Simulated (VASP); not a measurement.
Given:

```xyz
1
Lattice="0.0000 1.7095 1.7095 1.7095 0.0000 1.7095 1.7095 1.7095 0.0000" Properties=species:S:1:pos:R:3 pbc="T T T"
Ni     0.0000     0.0000     0.0000
```
Starting moments (μB, in the order of the record's atoms Ni): 0.6.

Calculation: LDA (Ceperley-Alder, Perdew-Zunger), VASP's LDA PAW potentials (set 64) (plane waves; VASP). Settings: 400 eV cut-off, 20×20×20 Γ-centred mesh, tetrahedra with Blöchl corrections, potentials Ni.

Problem. The job: Ni (fcc), 1 atom, LDA, static run, 400 eV, 20×20×20 Γ-centred mesh. Roughly how much core time does it take on a busy server core?

Solution. About 20 core-seconds (one run on a shared machine, a rough figure). It had 256 irreducible k-points, 9 bands, up to 194 plane waves and 14 electronic steps.

The compound is Ni in the fcc structure. It was relaxed first, which changed the volume by -8 %.
